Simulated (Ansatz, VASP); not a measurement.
# GeMo (rocksalt type (invented)): VASP beside Ansatz

One calculation is typed for both programs; each brings its own data sets. How far apart do they land? The cell is generated by rule, not measured, and may not be a known phase. The cell is taken from a series of runs on this material, whose earlier steps may have relaxed, scaled, displaced or heated it; both programs get it as it stands.

Program: Ansatz 0.2.0. Level of theory: plane waves, with VASP 6.6.1 beside it; relaxation of cell and atoms at PBE. Results are calculated unless marked as measured.

### 1. Set-up

It takes space group Fm-3m (No. 225, cubic). The conventional cell has a = 5.144 Å, b = 5.144 Å, c = 5.144 Å, α = 90.00°, β = 90.00°, γ = 90.00°. Mo has 6 Ge at 2.57 Å nearest. Nearest to Ge lie 6 Mo at 2.57 Å. Farther neighbours are not listed.

Structure file:

```
Mo Ge
1.0
     0.00000    2.57176    2.57176
     2.57176    0.00000    2.57176
     2.57176    2.57176    0.00000
Mo Ge
1 1
Direct
  0.00000 0.00000 0.00000
  0.50000 0.50000 0.50000
```

### 2. VASP: relaxation of cell and atoms, PBE

The relaxed volume is the usual yardstick between codes: in a stiff, nearly cubic crystal its relative difference is about their pressure difference at one cell divided by the bulk modulus.

Lines of VASP's logs that name or quote its potential files are left out, and so is its time.

Contents of INCAR:

```
SYSTEM = GeMo
PREC = Accurate
ENCUT = 500
EDIFF = 1E-07
NELM = 120
ISMEAR = 0
SIGMA = 0.1
LREAL = .FALSE.
ALGO = Normal
GGA = PE
NBANDS = 20
LASPH = .TRUE.
LORBIT = 11
LWAVE = .FALSE.
LCHARG = .FALSE.
ISIF = 3
IBRION = 2
NSW = 80
EDIFFG = -0.005
GGA_COMPAT = .FALSE.
NELMIN = 4
```

Contents of POSCAR:

```
GeMo
1.0
    0.0000000000      2.5717600000      2.5717600000
    2.5717600000      0.0000000000      2.5717600000
    2.5717600000      2.5717600000      0.0000000000
Mo Ge
1 1
Direct
    0.0000000000      0.0000000000      0.0000000000
    0.5000000000      0.5000000000      0.5000000000
```

Contents of KPOINTS:

```
Automatic mesh
0
Gamma
14 14 14
0 0 0
```

The projector-augmented-wave data sets are Mo_sv and Ge_d (PBE family, release 64).

On the command line:

```console
$ mpirun -np 1 vasp_std
```

Numbers of over 12 decimals in the logs are rounded to 6 here.

Output:

```text
[banner, memory and clock lines left out]
running    1 mpi-ranks, on    1 nodes
 distrk:  each k-point on    1 cores,    1 groups
 distr:  one band on    1 cores,    1 groups

 POSCAR found type information on POSCAR MoGe
 POSCAR found :  2 types and       2 ions
 LDA part: xc-table for (Slater+PW92), standard interpolation
 POSCAR, INCAR and KPOINTS ok, starting setup
 FFT: planning ... GRIDC
 FFT: planning ... GRID_SOFT
 FFT: planning ... GRID
 WAVECAR not read
 entering main loop
       N       E                     dE             d eps       ncg     rms          rms(c)
DAV:   1     0.235110598018E+03    0.23511E+03   -0.14269E+04  4944   0.320E+03
DAV:   2     0.549075752515E+01   -0.22962E+03   -0.22252E+03  4292   0.645E+02
DAV:   3    -0.149582760418E+02   -0.20449E+02   -0.19914E+02  4632   0.127E+02
DAV:   4    -0.154678095692E+02   -0.50953E+00   -0.50638E+00  4712   0.205E+01
DAV:   5    -0.154747459763E+02   -0.69364E-02   -0.69347E-02  4652   0.277E+00    0.138E+01
DAV:   6    -0.146113908279E+02    0.86336E+00   -0.43792E+00  4960   0.146E+01    0.239E+00
DAV:   7    -0.145580079707E+02    0.53383E-01   -0.32769E-01  5232   0.621E+00    0.223E+00
DAV:   8    -0.145493965027E+02    0.86115E-02   -0.33215E-02  5264   0.199E+00    0.232E-01
DAV:   9    -0.145487790051E+02    0.61750E-03   -0.16508E-03  4832   0.499E-01    0.856E-02
DAV:  10    -0.145487183907E+02    0.60614E-04   -0.57754E-04  5392   0.376E-01    0.329E-02
DAV:  11    -0.145487238198E+02   -0.54291E-05   -0.58730E-05  4460   0.758E-02    0.243E-02
DAV:  12    -0.145487201049E+02    0.37149E-05   -0.86244E-06  4568   0.215E-02    0.415E-03
DAV:  13    -0.145487200663E+02    0.38642E-07   -0.54656E-07  3812   0.556E-03
   1 F= -.14548720E+02 E0= -.14543415E+02  d E =-.145487E+02
 curvature:   0.00 expect dE= 0.000E+00 dE for cont linesearch  0.000E+00
 trial: gam= 0.00000 g(F)=  0.442E-58 g(S)=  0.656E-04 ort = 0.000E+00 (trialstep = 0.100E+01)
 search vector abs. value=  0.656E-04
 bond charge predicted
       N       E                     dE             d eps       ncg     rms          rms(c)
DAV:   1    -0.145505679295E+02   -0.18478E-02   -0.31639E-02  5236   0.250E+00    0.352E-01
DAV:   2    -0.145489629922E+02    0.16049E-02   -0.58127E-03  4472   0.718E-01    0.994E-02
DAV:   3    -0.145487567465E+02    0.20625E-03   -0.38397E-04  5432   0.248E-01    0.528E-02
DAV:   4    -0.145486872832E+02    0.69463E-04   -0.13096E-04  4848   0.150E-01    0.221E-02
DAV:   5    -0.145486861193E+02    0.11639E-05   -0.15243E-05  4664   0.633E-02    0.446E-03
DAV:   6    -0.145486860782E+02    0.41118E-07   -0.16869E-06  5480   0.187E-02    0.245E-03
DAV:   7    -0.145486860346E+02    0.43584E-07   -0.13307E-07  2616   0.297E-03
   2 F= -.14548686E+02 E0= -.14543402E+02  d E =0.340316E-04
 trial-energy change:    0.000034  1 .order    0.000028   -0.000066    0.000122
 step:   0.3090(harm=  0.3506)  dis= 0.00000  next Energy=   -14.548730 (dE=-0.996E-05)
 bond charge predicted
       N       E                     dE             d eps       ncg     rms          rms(c)
DAV:   1    -0.145496297385E+02   -0.94366E-03   -0.15160E-02  5232   0.174E+00    0.241E-01
DAV:   2    -0.145488732513E+02    0.75649E-03   -0.28403E-03  4460   0.497E-01    0.691E-02
DAV:   3    -0.145487696384E+02    0.10361E-03   -0.19173E-04  5424   0.173E-01    0.365E-02
DAV:   4    -0.145487319964E+02    0.37642E-04   -0.64221E-05  4816   0.106E-01    0.149E-02
DAV:   5    -0.145487269440E+02    0.50524E-05   -0.83246E-06  4716   0.470E-02    0.309E-03
DAV:   6    -0.145487267101E+02    0.23393E-06   -0.12070E-06  5472   0.160E-02    0.177E-03
DAV:   7    -0.145487266741E+02    0.36056E-07   -0.75142E-08  2352   0.216E-03
   3 F= -.14548727E+02 E0= -.14543428E+02  d E =-.660779E-05
 curvature:  -0.17 expect dE=-0.290E-08 dE for cont linesearch -0.290E-08
 trial: gam=-0.01567 g(F)=  0.594E-58 g(S)=  0.166E-07 ort = 0.104E-05 (trialstep = 0.862E+00)
 search vector abs. value=  0.104E-09
 reached required accuracy - stopping structural energy minimisation
```

From OUTCAR (step 2):

```text
ion  position               nearest neighbor table
   1  0.000  0.000  0.000-   2 2.57   2 2.57   2 2.57   2 2.57   2 2.57   2 2.57
   2  0.500  0.500  0.500-   1 2.57   1 2.57   1 2.57   1 2.57   1 2.57   1 2.57

  LATTYP: Found a face centered cubic cell.
 ALAT       =     5.1435200000

 Subroutine GETGRP returns: Found 48 space group operations
 (whereof 48 operations were pure point group operations)

The static configuration has the point symmetry O_h .

 Found    104 irreducible k-points:

   k-points           NKPTS =    104   k-points in BZ     NKDIM =    104   number of bands    NBANDS=     20

   dimension x,y,z NGX =    28 NGY =   28 NGZ =   28
   dimension x,y,z NGXF=    56 NGYF=   56 NGZF=   56

   ENCUT  =  500.0 eV  36.75 Ry    6.06 a.u.   6.63  6.63  6.63*2*pi/ulx,y,z

   NELECT =      28.0000    total number of electrons

 k-points in reciprocal lattice and weights: Automatic mesh
   0.00000000  0.00000000  0.00000000       0.000
   0.07142857  0.00000000  0.00000000       0.003
   0.14285714  0.00000000  0.00000000       0.003
   0.21428571  0.00000000  0.00000000       0.003
   0.28571429  0.00000000  0.00000000       0.003
   0.35714286  0.00000000  0.00000000       0.003
   0.42857143  0.00000000  0.00000000       0.003
   0.50000000  0.00000000  0.00000000       0.001
   0.07142857  0.07142857  0.00000000       0.002
[...]
-0.28571429  0.42857143  0.21428571       0.009
  -0.28571429  0.50000000  0.21428571       0.004

 average (electrostatic) potential at core
       1 -72.3979       2 -69.5754

 E-fermi :   9.5101

 k-point     1 :       0.0000    0.0000    0.0000
  band No.  band energies     occupation
    ...
     11       7.9685      2.00000
     12       7.9685      2.00000
     13       7.9685      2.00000
     14       8.5676      2.00000
     15       8.5676      2.00000
     16      12.1970      0.00000
     17      12.1970      0.00000
     18      12.1970      0.00000
     19      18.0188      0.00000
     20      18.0523      0.00000

 k-point     2 :       0.0714    0.0000    0.0000
  band No.  band energies     occupation
    ...
     11       7.8121      2.00000
     12       7.9675      2.00000
     13       7.9675      2.00000
     14       8.4032      2.00000
     15       8.4032      2.00000
     16      11.9445      0.00000
     17      12.5297      0.00000
     18      12.5297      0.00000
     19      18.1389      0.00000
     20      18.4541      0.00000

 k-point     3 :       0.1429    0.0000    0.0000
  band No.  band energies     occupation
    ...
     11       7.3435      2.00000
     12       7.6727      2.00000
     13       7.6727      2.00000
     14       8.3753      2.00000
     15       8.3753      2.00000
     16      11.4404      0.00000
     17      13.3399      0.00000
     18      13.3399      0.00000
     19      18.2513      0.00000
     20      19.3216      0.00000

  Total       -0.0004796     -0.0004796     -0.0004796      0.0000000      0.0000000      0.0000000
  in kB       -0.0226004     -0.0226004     -0.0226004      0.0000000      0.0000000      0.0000000
  external PRESSURE =      -0.0226004 kB  Pullay stress =       0.0000000 kB

  energy-cutoff  :      500.00
  volume of cell :       34.00
      direct lattice vectors                 reciprocal lattice vectors
     0.000000000  2.571182868  2.571182868    -0.194463026  0.194463026  0.194463026
     2.571182868  0.000000000  2.571182868     0.194463026 -0.194463026  0.194463026
     2.571182868  2.571182868  0.000000000     0.194463026  0.194463026 -0.194463026

 POSITION                                       TOTAL-FORCE (eV/Angst)
 -----------------------------------------------------------------------------------
      0.00000      0.00000      0.00000        -0.000000      0.000000     -0.000000
      2.57118      2.57118      2.57118         0.000000     -0.000000      0.000000
 -----------------------------------------------------------------------------------
    total drift:                                0.000000      0.000000      0.000000

  FREE ENERGIE OF THE ION-ELECTRON SYSTEM (eV)
  ---------------------------------------------------
  free  energy   TOTEN  =       -14.5487266741 eV

  energy  without entropy=      -14.5381294498  energy(sigma->0) =      -14.54342806

 reached required accuracy - stopping structural energy minimisation

 total charge
# of ion       s       p       d       tot
------------------------------------------
    1        2.231   6.122   4.048  12.401
    2        1.142   1.345  10.076  12.562
--------------------------------------------------
tot          3.372   7.467  14.125  24.963

[... 3 further parts left out ...]
```

### 3. Ansatz: relaxation of cell and atoms, PBE

Ansatz runs on its default PAW (the set named soft_2) files.

The same cell, functional, mesh and smearing now go to Ansatz, which takes its cutoff from its data sets.

Contents of input.yaml:

```yaml
crystal:
  lattice:
    - [0.0, 2.5717597008, 2.5717597008]
    - [2.5717597008, 0.0, 2.5717597008]
    - [2.5717597008, 2.5717597008, 0.0]
  atoms:
    - { symbol: Mo, position: [0.0, 0.0, 0.0] }
    - { symbol: Ge, position: [0.5, 0.5, 0.5] }
kpoints:
  mp_grid: { grid: [14, 14, 14] }
hamiltonian:
  xc: pbe
scf:
  occupations: { method: gaussian, width: 0.1 }
output:
  forces: true
  stress: true
  eigenvalues: true
relax:
  adjacent_minimum: "off"
  f_tol: 0.005
  max_steps: 80
  cell: { stress_tol: 0.05 }
```

On the command line:

```console
$ ansatz run input.yaml --threads 2 --pin off --max-ram 5120MiB --backend cpu --events-out ev --progress --plain --runs-dir out
```

Output:

```text
Engine: ansatz 0.2.0, aarch64-unknown-linux-gnu
Pseudopotentials: kind: paw
Pseudopotential: Mo, paw, valence charge 14, recommended cutoff 420 eV (normal), Mo.paw.azcp
Pseudopotential: Ge, paw, valence charge 14, recommended cutoff 420 eV (normal), Ge.paw.azcp
Functional definition: PBE
  parameter kappa = 0.804
  parameter beta = 0.066725
  exchange = pbe_x(kappa = kappa, mu = beta*pi^2/3)
  correlation = pbe_c(beta = beta)
Crystal: 2 atoms, lattice volume = 34.019 Å³
Basis set: ecut = 420 eV, 645 PW (Γ), exchange–correlation on 50×50×50 points (8 copies of the dense FFT grid, shifted against one another)
Bands: 18, of which v1, the nominal top of the filled ones, is band 14 counted from 1 (13 counted from 0)
Symmetry: 48 space group operations
Space group: Fm-3m (ITA 225), of the structure as read, at distance tolerance 3.2e-5 Å
k-points: 104 of 2744
Non-local potential: Mo, projectors of the file, l = 0: 3, l = 1: 2, l = 2: 2, l = 3: 1
Non-local potential: Ge, projectors of the file, l = 0: 2, l = 1: 2, l = 2: 3, l = 3: 1
PAW form: soft (Blöchl's): semilocal exchange-correlation on the pseudo side does not see the compensation charge
PAW one-centre angular grid: Mo, 590 points (default); XC on 64 Gauss nodes
PAW one-centre angular grid: Ge, 590 points (default); XC on 64 Gauss nodes
Initial density: superposition of atomic densities (neutral atoms: chi_scale 0, normalization atom), corrected by the library's trained network
Initial wavefunctions: pseudopotential atomic-orbital guess
Functional: x = pbe(κ = 0.804, μ = 0.219515), c = pbe(β = 0.066725)
SCF iter   1: F=—  HF=-9250.105360 eV  |F-HF|=—  |Δ(HF+E_count)|=         —  Δρ=3.20e-3  dr2=2.59e-3  ethr=1.77e-3  ⟨swp⟩=5.5  Hψ=9287  notcnv=0
preconditioner: auto → Kerker (q_TF=auto, 2.641 Å⁻¹)  [metal: Δε(μ)=0.034 eV  Ē_g=16.742 eV  σ=0.100 eV  W_gap=0.19  n_scr=14 (ndim 8)  ℏωp=28.5 eV  f_vac=0.000  D(μ)=2.10/eV (n_scr^D=14)]
SCF iter   2: F=—  HF=-9250.105416 eV  |F-HF|=—  |Δ(HF+E_count)|=   5.55e-5  Δρ=1.51e-3  dr2=2.86e-4  ethr=9.25e-6  ⟨swp⟩=1.5  Hψ=3105  notcnv=0
SCF iter   3: F=—  HF=-9250.105592 eV  |F-HF|=—  |Δ(HF+E_count)|=   1.77e-4  Δρ=5.36e-4  dr2=3.54e-5  ethr=1.02e-6  ⟨swp⟩=2.3  Hψ=2250  notcnv=0
SCF iter   4: F=—  HF=-9250.105624 eV  |F-HF|=—  |Δ(HF+E_count)|=   3.17e-5  Δρ=1.05e-4  dr2=2.50e-6  ethr=1.27e-7  ⟨swp⟩=2.0  Hψ=2858  notcnv=0
SCF iter   5: F=—  HF=-9250.105623 eV  |F-HF|=—  |Δ(HF+E_count)|=   1.36e-6  Δρ=4.67e-5  dr2=3.44e-7  ethr=8.93e-9  ⟨swp⟩=2.0  Hψ=2740  notcnv=0
SCF iter   6: F=-9250.105623 eV  HF=-9250.105623 eV  |F-HF|=4.93e-9  |Δ(HF+E_count)|=   2.86e-7  Δρ=7.67e-6  dr2=1.35e-8  ethr=3.57e-10  ⟨swp⟩=4.2  Hψ=5942  notcnv=0
SCF 1 converged in 6 iterations: F = -9250.105623 eV  dr2 = 1.35e-8
  greatest PAW one-centre occupation: 0.998 electrons in one spin orbital (limit 2), on the Ge atom at site 1 (counted from 0), in its partial waves of l = 2
relax step   1: F+E_penalty+E_count = -9250.10562285 eV  Δ(F+E_penalty+E_count) = +0.000e0 eV  max|allowed force component| = 1.772e-28 eV/Å  Δτ_max = 0.0000 Å  P = -0.373 GPa  Ω = 34.019 Å³  (6 SCF iters, dr2 threshold 1.00e-7 eV, accepted)
[...]
relax step   2: F+E_penalty+E_count = -9250.10572187 eV  Δ(F+E_penalty+E_count) = -9.903e-5 eV  max|allowed force component| = 1.841e-30 eV/Å  Δτ_max = 0.0000 Å  P = +0.194 GPa  Ω = 33.897 Å³  energy of the carried Pulay correction = +3.008e-5 eV  (4 SCF iters, dr2 threshold 2.00e-7 eV, accepted)
[...]
relax step   3: F+E_penalty+E_count = -9250.10573668 eV  Δ(F+E_penalty+E_count) = -1.481e-5 eV  max|allowed force component| = 3.155e-30 eV/Å  Δτ_max = 0.0000 Å  P = -0.001 GPa  Ω = 33.939 Å³  energy of the carried Pulay correction = +1.980e-5 eV  (3 SCF iters, dr2 threshold 9.41e-8 eV, accepted)
[...]
relax step   4: F+E_penalty+E_count = -9250.10571588 eV  Δ(F+E_penalty+E_count) = +2.080e-5 eV  max|allowed force component| = 4.026e-30 eV/Å  Δτ_max = 0.0000 Å  P = -0.001 GPa  Ω = 33.939 Å³  stress off target by 7.23e-4 GPa  SCF on the basis re-selected at this cell (its energy is not comparable with the rows above)  (5 SCF iters)
basis re-selected at this cell: Δ(F+E_penalty+E_count) = +2.080e-5 eV, ΔP = +0.000 GPa vs the last step (what re-selecting the basis moved, of the pressure what is left beyond the Pulay correction that the steps carried, after the strain that the cell walked since its last selection, with what the two solves' SCF thresholds leave and, on support functions, any second-order correction that the steps lacked; it is no m [...]
SCF converged after 5 iterations
Free energy (F): -9250.105716 eV
Harris-Foulkes:  -9250.105716 eV  (|F-HF|=7.28e-12)
Internal energy: -9250.095129 eV  (E = F + TS)
E sigma→0 (E₀):  -9250.100422 eV
Entropy (-TS):   -0.010587 eV (-5.293 meV/atom)
Fermi energy:    15.853039 eV
--- Per-component energies (eV) ---
  E_band       = -174.670445
  E_kinetic    = 554.012315
  E_local      = -3000.346132  (includes V_loc(G=0)·N_el)
  E_nonlocal   = 563.622924
  E_hartree    = 1229.654843
  E_xc         = -259.053852
  E_vxc        = -293.667885  (∫ρ·V_xc dr)
  E_paw        = -5221.788252  (= ΣΔE_a)
  E_vpaw       = -457.601928  (= ΣTr[D̂ρ^β])
  E_aug_tail   = 0.000475  (compensation charges beyond the density's cutoff)
  E_ewald      = -3116.197450
  E_smearing   = -0.010587  (= −TS)
  E_closure    = 0.000000  (closes the sum)
  Σ components = -9250.105716   (vs F -9250.105716, Δ=0.00e0)
--- Forces (eV/Å), atoms counted from 1 ---
  atom   1  Mo     0.00000000    -0.00000000     0.00000000
  atom   2  Ge     0.00000000     0.00000000    -0.00000000
  max |Σ_I F_I| component: 9.47e-30 eV/Å
--- Stress (GPa, compression-positive) ---
       -0.000723       0.000000      -0.000000
       -0.000000      -0.000723       0.000000
       -0.000000       0.000000      -0.000723
  P = ⅓ Tr σ = -0.0007 GPa (-0.007 kbar)
--- Band table (eV; the first three rows and the last of 104) ---
  k-point 0: bands = [... 10 lower, 14.3082, 14.3082, 14.3082, 14.9097, 14.9097, 18.5484, 18.5484, 18.5484]
  k-point 1: bands = [... 10 lower, 14.1516, 14.3073, 14.3073, 14.7452, 14.7452, 18.2963, 18.8809, 18.8809]
  k-point 2: bands = [... 10 lower, 13.6830, 14.0134, 14.0134, 14.7163, 14.7163, 17.7926, 19.6906, 19.6906]
  k-point 103: bands = [... 10 lower, 12.0748, 12.1970, 12.5738, 16.6621, 16.7121, 16.8683, 17.4918, 18.5150]
--- Relaxed structure (3 steps of the walk, 3 accepted, 1 SCFs on fresh bases) ---
  F+E_penalty+E_count = -9250.10571588 eV   max|allowed force component| = 4.026e-30 eV/Å   (the final SCF, on the basis selected at the relaxed cell)
  cell:  # Å, volume = 33.9386 Å³
    - [0, 2.569732, 2.569732]
    - [2.569732, 0, 2.569732]
    - [2.569732, 2.569732, 0]
  atoms:
    - { symbol: Mo, position: [0, 0, 0] }
    - { symbol: Ge, position: [0.5, 0.5, 0.5] }
```

In the SCF lines HF is the Harris–Foulkes energy and dr2 the Hartree energy of the density residual, in eV; the loop may stop once dr2 is under the threshold and the program's other checks hold. Hψ counts applications of the Hamiltonian.

### 4. Differences

Known differences besides the potentials themselves: the cutoff is 420 eV in Ansatz and 500 eV in VASP; Ansatz adds a Pulay correction to the stress that steers its cell, VASP none. Total energies have different zeros and are not compared.

Both answers:

| quantity | Ansatz | VASP | difference |
| --- | --- | --- | --- |
| volume (Å³) | 33.94 | 34.00 | -0.17 % |
| edge a after relaxation, in the typed setting (Å) | 3.634 | 3.636 | -0.06 % |

### 5. Results

| Property | Result |
| --- | --- |
| difference in volume (relaxation of cell and atoms, PBE) | -0.17 % |

The difference in volume is -0.17 % (relaxation of cell and atoms, PBE), within the 1.2 % picked in this series as the mark of a large difference, as far as the stopping tolerances let one tell. Such differences can come from data sets, numerical settings and the points named under the comparisons, not from the functional's error against experiment.

[Lines on the potential files, build, host, timing and source positions are cut from VASP's logs without a mark.]

[Logs are printed without paths, hosts, clocks, repeated set-up lines and the standing remarks that a program may print on its own settings, such as how far it seeks lower states.]

[Hosts, paths, dates, database ids (printed as entryN), source tags and the programs' standing remarks are cut or masked in the printed files.]
